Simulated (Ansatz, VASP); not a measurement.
## One calculation of Y3AlN4, two programs

```xyz
8
Lattice="5.0398 0.0000 0.0000 0.0000 5.0398 0.0000 0.0000 0.0000 5.0398" Properties=species:S:1:pos:R:3 pbc="T T T"
Y     2.5199    0.0000    0.0000
Y     0.0000    0.0000    2.5199
Y     0.0000    2.5199    0.0000
Al    2.5199    2.5199    2.5199
N     3.7799    1.2600    3.7799
N     3.7799    3.7799    1.2600
N     1.2600    1.2600    1.2600
N     1.2600    3.7799    3.7799
```

Alike in both runs: task single point; functional PBE; k mesh 4 × 4 × 4; occupations gaussian, width 0.1 eV; no spin polarisation.

|  | VASP | Ansatz |
| --- | --- | --- |
| version | VASP 6.6.1 | Ansatz 0.2.0 |
| potentials or method | VASP PAW PBE potentials, release 64 (Y_sv, Al, N) | scalar-relativistic, plane waves, PAW |
| plane-wave cutoff (eV) | 520 | 420 |
| valence electrons in the cell | 56 | 56 |

VASP gave:

| Quantity | Value |
| --- | --- |
| gap on the k mesh at the Fermi level (eV) | 1.10 |
| least direct gap on the mesh (eV) | 1.10 |
| pressure (GPa) | 6.7 |
| rms of the force components (eV/Å) | 1.077 |

Q: Which values does Ansatz return?

A: gap on the k mesh at the Fermi level (eV): 1.11; least direct gap on the mesh (eV): 1.11; pressure (GPa): 6.9; rms of the force components (eV/Å): 1.080.
